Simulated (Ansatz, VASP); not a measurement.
# AgB: VASP beside Ansatz

Aim: how closely do two programs agree when they are given the same cell, functional and k mesh? The cell is invented: other elements were put on sites of a known structure type. It may not be a known or stable phase. The cell is taken from a series of VASP runs on this material, whose earlier steps may have relaxed, scaled or displaced it; both programs get it as it stands.

Program: Ansatz 0.2.0. Level of theory: plane waves, with VASP 6.6.1 beside it; relaxation of cell and atoms at PBE. Results are calculated unless marked as measured.

## (1) Set-up

It takes space group Pm-3m (No. 221, cubic). Conventional cell: a = 2.906 Å, b = 2.906 Å, c = 2.906 Å, α = 90.00°, β = 90.00°, γ = 90.00°. Ag has 8 B at 2.52 Å nearest. B has 8 Ag at 2.52 Å nearest. Farther neighbours are not listed.

## (2) Ansatz: relaxation of cell and atoms, PBE

Ansatz runs on its default PAW (the set named soft_2) files.

The relaxed volume is the usual yardstick between codes: its relative difference is about their pressure difference at one cell divided by the bulk modulus.

The input, input.yaml:

```yaml
crystal:
  lattice:
    - [2.9062457629, 0.0, 0.0]
    - [0.0, 2.9062457629, 0.0]
    - [0.0, 0.0, 2.9062457629]
  atoms:
    - { symbol: Ag, position: [0.0, 0.0, 0.0] }
    - { symbol: B, position: [0.5, 0.5, 0.5] }
hamiltonian:
  xc: pbe
  pseudopotentials: { kind: paw }
kpoints:
  mp_grid: { grid: [8, 8, 8] }
scf:
  occupations: { method: fermi_dirac, width: 0.05 }
relax:
  f_tol: 0.01
  max_steps: 60
  cell: { stress_tol: 0.05 }
output:
  forces: true
  stress: true
```

Run with:

```sh
$ ansatz run input.yaml --threads 4 --pin off --max-ram 9216MiB --backend cpu --events-out ev --progress --plain --runs-dir out
```

Numbers of over 12 decimals in the logs are rounded to 6 here.

What it wrote:

```text
Engine: ansatz 0.2.0, aarch64-unknown-linux-gnu
Pseudopotentials: kind: paw
Pseudopotential: Ag, paw, valence charge 19, recommended cutoff 420 eV (normal), Ag.paw.azcp
Pseudopotential: B, paw, valence charge 3, recommended cutoff 420 eV (normal), B.paw.azcp
Functional definition: PBE
  parameter kappa = 0.804
  parameter beta = 0.066725
  exchange = pbe_x(kappa = kappa, mu = beta*pi^2/3)
  correlation = pbe_c(beta = beta)
Crystal: 2 atoms, lattice volume = 24.547 Å³
Basis set: ecut = 420 eV, 461 PW (Γ), exchange–correlation on 40×40×40 points (8 copies of the dense FFT grid, shifted against one another)
Bands: 15, of which v1, the nominal top of the filled ones, is band 11 counted from 1 (10 counted from 0)
Symmetry: 48 space group operations
Space group: Pm-3m (ITA 221), of the structure as read, at distance tolerance 2.9e-5 Å
k-points: 35 of 512
Non-local potential: Ag, projectors of the file, l = 0: 3, l = 1: 2, l = 2: 2, l = 3: 1
Non-local potential: B, projectors of the file, l = 0: 2, l = 1: 2, l = 2: 1
PAW form: soft (Blöchl's): semilocal exchange-correlation on the pseudo side does not see the compensation charge
PAW one-centre angular grid: Ag, 590 points (default); XC on 64 Gauss nodes
PAW one-centre angular grid: B, 110 points (default); XC on 64 Gauss nodes
Initial density: superposition of atomic densities (neutral atoms: chi_scale 0, normalization atom), corrected by the library's trained network
Initial wavefunctions: pseudopotential atomic-orbital guess
Functional: x = pbe(κ = 0.804, μ = 0.219515), c = pbe(β = 0.066725)
SCF iter   1: F=—  HF=-7743.693266 eV  |F-HF|=—  |Δ(HF+E_count)|=         —  Δρ=3.97e-3  dr2=2.95e-3  ethr=1.77e-3  ⟨swp⟩=4.1  Hψ=2338  notcnv=0
preconditioner: auto → none  [metal: Δε(μ)=0.075 eV  Ē_g=11.036 eV  σ=0.050 eV  W_gap=0.36  n_scr=6 (ndim 8)  ℏωp=28.0 eV  f_vac=0.000  D(μ)=1.04/eV (n_scr^D=6)  sad-step TF]
SCF iter   2: F=—  HF=-7743.693096 eV  |F-HF|=—  |Δ(HF+E_count)|=   1.70e-4  Δρ=1.98e-3  dr2=7.45e-4  ethr=1.34e-5  ⟨swp⟩=1.4  Hψ=847  notcnv=0
SCF iter   3: F=—  HF=-7743.693002 eV  |F-HF|=—  |Δ(HF+E_count)|=   9.36e-5  Δρ=1.98e-4  dr2=7.94e-6  ethr=3.38e-6  ⟨swp⟩=2.7  Hψ=788  notcnv=0  defer=1
SCF iter   4: F=—  HF=-7743.692992 eV  |F-HF|=—  |Δ(HF+E_count)|=   1.06e-5  Δρ=3.58e-5  dr2=2.14e-7  ethr=3.61e-8  ⟨swp⟩=2.1  Hψ=765  notcnv=0  defer=1
iter 5 did not close the SCF: its close was put off for the readings that it lacked (scf_convergence_deferred on its scf_iter line)
SCF iter   5: F=-7743.692992 eV  HF=-7743.692992 eV  |F-HF|=3.92e-10  |Δ(HF+E_count)|=   1.55e-8  Δρ=2.62e-6  dr2=1.00e-9  ethr=9.73e-10  ⟨swp⟩=2.8  Hψ=916  notcnv=0  defer=1
SCF iter   6: F=-7743.692992 eV  HF=-7743.692992 eV  |F-HF|=2.73e-12  |Δ(HF+E_count)|=  7.28e-12  Δρ=2.10e-7  dr2=6.33e-12  ethr=4.55e-12  ⟨swp⟩=1.2  Hψ=1583  notcnv=0
SCF 1 converged in 6 iterations: F = -7743.692992 eV  dr2 = 6.33e-12
  greatest PAW one-centre occupation: 1.001 electrons in one spin orbital (limit 2), on the Ag atom at site 0 (counted from 0), in its partial waves of l = 0
relax step   1: F+E_penalty+E_count = -7743.69299174 eV  Δ(F+E_penalty+E_count) = +0.000e0 eV  max|allowed force component| = 5.423e-31 eV/Å  Δτ_max = 0.0000 Å  P = -0.936 GPa  Ω = 24.547 Å³  (6 SCF iters, dr2 threshold 1.00e-7 eV, accepted)
[...]
relax step   2: F+E_penalty+E_count = -7743.69368656 eV  Δ(F+E_penalty+E_count) = -6.948e-4 eV  max|allowed force component| = 4.602e-31 eV/Å  Δτ_max = 0.0000 Å  P = +0.198 GPa  Ω = 24.328 Å³  energy of the carried Pulay correction = +1.811e-4 eV  (6 SCF iters, dr2 threshold 2.00e-7 eV, accepted)
[...]
relax step   3: F+E_penalty+E_count = -7743.69367775 eV  Δ(F+E_penalty+E_count) = +8.808e-6 eV  max|allowed force component| = 1.709e-30 eV/Å  Δτ_max = 0.0000 Å  P = -0.006 GPa  Ω = 24.366 Å³  energy of the carried Pulay correction = +1.496e-4 eV  (6 SCF iters, dr2 threshold 9.82e-8 eV, accepted)
[...]
relax step   4: F+E_penalty+E_count = -7743.69355049 eV  Δ(F+E_penalty+E_count) = +1.273e-4 eV  max|allowed force component| = 1.052e-30 eV/Å  Δτ_max = 0.0000 Å  P = -0.007 GPa  Ω = 24.366 Å³  stress off target by 7.43e-3 GPa  SCF on the basis re-selected at this cell (its energy is not comparable with the rows above)  (8 SCF iters)
basis re-selected at this cell: Δ(F+E_penalty+E_count) = +1.273e-4 eV, ΔP = -0.002 GPa vs the last step (what re-selecting the basis moved, of the pressure what is left beyond the Pulay correction that the steps carried, after the strain that the cell walked since its last selection, with what the two solves' SCF thresholds leave and, on support functions, any second-order correction that the steps lacked; it is no m [...]
SCF converged after 8 iterations
Free energy (F): -7743.693550 eV
Harris-Foulkes:  -7743.693550 eV  (|F-HF|=0.00e0)
Internal energy: -7743.685097 eV  (E = F + TS)
E sigma→0 (E₀):  -7743.689324 eV
Entropy (-TS):   -0.008453 eV (-4.227 meV/atom)
Fermi energy:    15.843854 eV
--- Per-component energies (eV) ---
  E_band       = -251.783692
  E_kinetic    = 566.391933
  E_local      = -2519.604111  (includes V_loc(G=0)·N_el)
  E_nonlocal   = 91.818388
  E_hartree    = 1145.493582
  E_xc         = -215.207796
  E_vxc        = -270.854555  (∫ρ·V_xc dr)
  E_paw        = -3978.394645  (= ΣΔE_a)
  E_vpaw       = -410.522823  (= ΣTr[D̂ρ^β])
  E_aug_tail   = 0.000311  (compensation charges beyond the density's cutoff)
  E_ewald      = -2834.182760
  E_smearing   = -0.008453  (= −TS)
  E_closure    = -0.000000  (closes the sum)
  Σ components = -7743.693550   (vs F -7743.693550, Δ=0.00e0)
--- Forces (eV/Å), atoms counted from 1 ---
  atom   1  Ag     0.00000000     0.00000000     0.00000000
  atom   2  B     -0.00000000     0.00000000    -0.00000000
  max |Σ_I F_I| component: 1.58e-30 eV/Å
--- Stress (GPa, compression-positive) ---
       -0.007430      -0.000000      -0.000000
       -0.000000      -0.007430       0.000000
       -0.000000       0.000000      -0.007430
  P = ⅓ Tr σ = -0.0074 GPa (-0.074 kbar)
--- Relaxed structure (3 steps of the walk, 3 accepted, 1 SCFs on fresh bases) ---
  F+E_penalty+E_count = -7743.69355049 eV   max|allowed force component| = 1.052e-30 eV/Å   (the final SCF, on the basis selected at the relaxed cell)
  cell:  # Å, volume = 24.3664 Å³
    - [2.899103, 0, 0]
    - [0, 2.899103, 0]
    - [0, 0, 2.899103]
  atoms:
    - { symbol: Ag, position: [0, 0, 0] }
    - { symbol: B, position: [0.500000, 0.500000, 0.500000] }
```

The job ended after 1.4 s (4 threads of Arm Neoverse V2, shared host; peak memory 0.29 GiB).

## (3) VASP: relaxation of cell and atoms, PBE

The same cell, functional, mesh and smearing now go to VASP, with its own data sets and cutoff.

Lines of VASP's logs that name or quote its potential files are left out, and so is its time.

The input, INCAR:

```
SYSTEM = AgB
PREC = Accurate
ENCUT = 420
EDIFF = 1E-06
NELM = 100
ISMEAR = -1
SIGMA = 0.05
LREAL = .FALSE.
ALGO = Normal
GGA = PE
LORBIT = 11
LWAVE = .FALSE.
LCHARG = .FALSE.
IBRION = 2
NSW = 60
ISIF = 3
EDIFFG = -0.01
```

The input, POSCAR:

```
AgB
1.0
    2.9062457629      0.0000000000      0.0000000000
    0.0000000000      2.9062457629      0.0000000000
    0.0000000000      0.0000000000      2.9062457629
Ag B
1 1
Direct
    0.0000000000      0.0000000000      0.0000000000
    0.5000000000      0.5000000000      0.5000000000
```

The input, KPOINTS:

```
Automatic mesh
0
Gamma
8 8 8
0 0 0
```

Potentials, in the order of the species: Ag and B (PBE family, release 64).

Run with:

```sh
$ mpirun -np 1 vasp_std
```

What it wrote:

```text
[banner, memory and clock lines left out]
running    1 mpi-ranks, on    1 nodes
 distrk:  each k-point on    1 cores,    1 groups
 distr:  one band on    1 cores,    1 groups

 POSCAR found type information on POSCAR AgB
 POSCAR found :  2 types and       2 ions
 LDA part: xc-table for (Slater+PW92), standard interpolation
 POSCAR, INCAR and KPOINTS ok, starting setup
 FFT: planning ... GRIDC
 FFT: planning ... GRID_SOFT
 FFT: planning ... GRID
 WAVECAR not read
 entering main loop
       N       E                     dE             d eps       ncg     rms          rms(c)
DAV:   1     0.493364083038E+02    0.49336E+02   -0.63078E+03   810   0.100E+03
DAV:   2    -0.682325680069E+01   -0.56160E+02   -0.52817E+02   836   0.206E+02
DAV:   3    -0.782206669786E+01   -0.99881E+00   -0.98984E+00   892   0.283E+01
DAV:   4    -0.782541329125E+01   -0.33466E-02   -0.33459E-02   848   0.179E+00
DAV:   5    -0.782543172926E+01   -0.18438E-04   -0.18438E-04   893   0.137E-01    0.101E+01
DAV:   6    -0.677422940889E+01    0.10512E+01   -0.94392E+00   807   0.346E+01    0.891E+00
DAV:   7    -0.665831405906E+01    0.11592E+00   -0.54557E-01   785   0.939E+00    0.416E+00
DAV:   8    -0.664665404740E+01    0.11660E-01   -0.30045E-02   821   0.182E+00    0.693E-01
DAV:   9    -0.664439050032E+01    0.22635E-02   -0.66061E-03   833   0.101E+00    0.837E-02
DAV:  10    -0.664437940302E+01    0.11097E-04   -0.41879E-04   863   0.180E-01    0.351E-02
DAV:  11    -0.664437829693E+01    0.11061E-05   -0.15813E-05   860   0.464E-02    0.170E-02
DAV:  12    -0.664437642880E+01    0.18681E-05   -0.24944E-06   836   0.123E-02    0.310E-03
DAV:  13    -0.664437623448E+01    0.19431E-06   -0.38192E-07   430   0.684E-03
   1 F= -.66443762E+01 E0= -.66397616E+01  d E =-.664438E+01
 curvature:   0.00 expect dE= 0.000E+00 dE for cont linesearch  0.000E+00
 trial: gam= 0.00000 g(F)=  0.000E+00 g(S)=  0.222E-02 ort = 0.000E+00 (trialstep = 0.100E+01)
 search vector abs. value=  0.222E-02
 bond charge predicted
       N       E                     dE             d eps       ncg     rms          rms(c)
DAV:   1    -0.667363580646E+01   -0.29259E-01   -0.42612E-01   809   0.835E+00    0.113E+00
DAV:   2    -0.664712658708E+01    0.26509E-01   -0.15507E-01   785   0.495E+00    0.596E-01
DAV:   3    -0.664547381611E+01    0.16528E-02   -0.43775E-03   782   0.808E-01    0.266E-01
DAV:   4    -0.664506537193E+01    0.40844E-03   -0.12112E-03   781   0.246E-01    0.463E-02
DAV:   5    -0.664506645550E+01   -0.10836E-05   -0.14256E-05   828   0.339E-02    0.460E-02
DAV:   6    -0.664506383998E+01    0.26155E-05   -0.86436E-07   460   0.107E-02    0.489E-02
DAV:   7    -0.664502168642E+01    0.42154E-04   -0.64330E-04   828   0.229E-01    0.544E-01
DAV:   8    -0.664504899282E+01   -0.27306E-04   -0.17288E-04   822   0.136E-01    0.193E-01
DAV:   9    -0.664505312992E+01   -0.41371E-05   -0.15519E-05   860   0.404E-02    0.904E-02
DAV:  10    -0.664505347693E+01   -0.34701E-06   -0.25876E-06   802   0.156E-02
   2 F= -.66450535E+01 E0= -.66408698E+01  d E =-.677242E-03
 trial-energy change:   -0.000677  1 .order   -0.000696   -0.002221    0.000829
 step:   0.7208(harm=  0.7282)  dis= 0.00000  next Energy=    -6.645170 (dE=-0.793E-03)
 bond charge predicted
       N       E                     dE             d eps       ncg     rms          rms(c)
DAV:   1    -0.664739810597E+01   -0.23450E-02   -0.33519E-02   812   0.235E+00    0.320E-01
DAV:   2    -0.664534939403E+01    0.20487E-02   -0.11530E-02   785   0.136E+00    0.171E-01
DAV:   3    -0.664522493115E+01    0.12446E-03   -0.30458E-04   776   0.211E-01    0.798E-02
DAV:   4    -0.664518635291E+01    0.38578E-04   -0.92161E-05   778   0.691E-02    0.132E-02
DAV:   5    -0.664518629438E+01    0.58529E-07   -0.10697E-06   716   0.927E-03
   3 F= -.66451863E+01 E0= -.66408970E+01  d E =-.810060E-03
 curvature:  -0.36 expect dE=-0.107E-05 dE for cont linesearch -0.107E-05
 trial: gam= 0.00000 g(F)=  0.118E-66 g(S)=  0.295E-05 ort =-0.809E-04 (trialstep = 0.944E+00)
 search vector abs. value=  0.295E-05
 reached required accuracy - stopping structural energy minimisation
```

From OUTCAR (step 3):

```text
ion  position               nearest neighbor table
   1  0.000  0.000  0.000-   2 2.52   2 2.52   2 2.52   2 2.52   2 2.52   2 2.52   2 2.52   2 2.52

  LATTYP: Found a simple cubic cell.
 ALAT       =     2.9062457629

 Subroutine GETGRP returns: Found 48 space group operations
 (whereof 48 operations were pure point group operations)

The static configuration has the point symmetry O_h .

 Found     35 irreducible k-points:

   k-points           NKPTS =     35   k-points in BZ     NKDIM =     35   number of bands    NBANDS=     11

   dimension x,y,z NGX =    20 NGY =   20 NGZ =   20
   dimension x,y,z NGXF=    40 NGYF=   40 NGZF=   40

   ENCUT  =  420.0 eV  30.87 Ry    5.56 a.u.   4.86  4.86  4.86*2*pi/ulx,y,z

   NELECT =      14.0000    total number of electrons

 k-points in reciprocal lattice and weights: Automatic mesh
   0.00000000  0.00000000  0.00000000       0.002
   0.12500000  0.00000000  0.00000000       0.012
   0.25000000  0.00000000  0.00000000       0.012
   0.37500000  0.00000000  0.00000000       0.012
   0.50000000  0.00000000  0.00000000       0.006
   0.12500000  0.12500000  0.00000000       0.023
   0.25000000  0.12500000  0.00000000       0.047
   0.37500000  0.12500000  0.00000000       0.047
   0.50000000  0.12500000  0.00000000       0.023
[...]
0.50000000  0.50000000  0.37500000       0.012
   0.50000000  0.50000000  0.50000000       0.002

 average (electrostatic) potential at core
       1 -71.6217       2 -25.7159

 E-fermi :   8.6762

 k-point     1 :       0.0000    0.0000    0.0000
  band No.  band energies     occupation
    ...
      2       1.9048      2.00000
      3       1.9048      2.00000
      4       4.1001      2.00000
      5       4.1001      2.00000
      6       4.1001      2.00000
      7      10.6030      0.00000
      8      10.6030      0.00000
      9      10.6030      0.00000
     10      17.0750      0.00000
     11      20.9505      0.00000

 k-point     2 :       0.1250    0.0000    0.0000
  band No.  band energies     occupation
    ...
      2       1.9492      2.00000
      3       2.0090      2.00000
      4       3.9015      2.00000
      5       3.9015      2.00000
      6       4.1136      2.00000
      7       9.5807      0.00000
      8      10.9921      0.00000
      9      10.9921      0.00000
     10      17.4993      0.00000
     11      20.7528      0.00000

 k-point     3 :       0.2500    0.0000    0.0000
  band No.  band energies     occupation
    ...
      3       2.1603      2.00000
      4       3.4794      2.00000
      5       3.4794      2.00000
      6       4.1467      2.00000
      7       7.7175      2.00000
      8      11.9505      0.00000
      9      11.9505      0.00000
     10      18.0435      0.00000
     11      20.2639      0.00000

  Total        0.0063846      0.0063846      0.0063846      0.0000000      0.0000000     -0.0000000
  in kB        0.4205521      0.4205521      0.4205521      0.0000000      0.0000000     -0.0000000
  external PRESSURE =       0.4205521 kB  Pullay stress =       0.0000000 kB

  energy-cutoff  :      420.00
  volume of cell :       24.32
      direct lattice vectors                 reciprocal lattice vectors
     2.897394040  0.000000000  0.000000000     0.345137729 -0.000000000  0.000000000
     0.000000000  2.897394040  0.000000000    -0.000000000  0.345137729  0.000000000
    -0.000000000 -0.000000000  2.897394040    -0.000000000 -0.000000000  0.345137729

 POSITION                                       TOTAL-FORCE (eV/Angst)
 -----------------------------------------------------------------------------------
      0.00000      0.00000      0.00000         0.000000      0.000000      0.000000
      1.44870      1.44870      1.44870        -0.000000     -0.000000      0.000000
 -----------------------------------------------------------------------------------
    total drift:                               -0.000000      0.000000     -0.000000

  FREE ENERGIE OF THE ION-ELECTRON SYSTEM (eV)
  ---------------------------------------------------
  free  energy   TOTEN  =        -6.6451862944 eV

  energy  without entropy=       -6.6366077565  energy(sigma->0) =       -6.64089703

 reached required accuracy - stopping structural energy minimisation

 total charge
# of ion       s       p       d       tot
------------------------------------------
    1        0.421   0.466   9.076   9.963
    2        0.723   0.773   0.000   1.496
--------------------------------------------------
tot          1.144   1.239   9.076  11.459

[... 3 further parts left out ...]
```

## (4) Side by side

Known differences besides the potentials themselves: both relaxations stop at a tolerance, which leaves soft axes loose, and VASP keeps its plane-wave basis; the data sets hold 22 valence electrons in Ansatz (default PAW (the set named soft_2) files) and 14 in VASP; VASP leaves aspherical gradient terms in its spheres out (LASPH is not set), Ansatz keeps them; Ansatz adds a Pulay correction to the stress that steers its cell, VASP none. Total energies have different zeros and are not compared.

Both answers:

| quantity | Ansatz | VASP | difference |
| --- | --- | --- | --- |
| volume (Å³) | 24.37 | 24.32 | +0.18 % |
| edge a after relaxation, in the typed setting (Å) | 2.899 | 2.897 | +0.06 % |

The walks stopped with -0.01 GPa left in Ansatz and 0.04 GPa in VASP; each walk ends within a tolerance, so the volume difference is uncertain by about these residues over the bulk modulus, most in soft cells.

## (5) What came out

```yaml
difference_in_volume_relaxation_of_cell_and_atoms_pbe: 0.18 %
```

**Reading.** The difference in volume is 0.18 % (relaxation of cell and atoms, PBE), within the 1.2 % picked in this series as the mark of a large difference, as far as the stopping tolerances let one tell. Such differences can come from data sets, numerical settings and the points named under the comparisons, not from the functional's error against experiment.

[Lines on the potential files, build, host, timing and source positions are cut from VASP's logs without a mark.]

[Logs are printed without paths, hosts, clocks, repeated set-up lines and the standing remarks that a program may print on its own settings, such as how far it seeks lower states.]

[Hosts, paths, dates, database ids (printed as entryN), source tags and the programs' standing remarks are cut or masked in the printed files.]
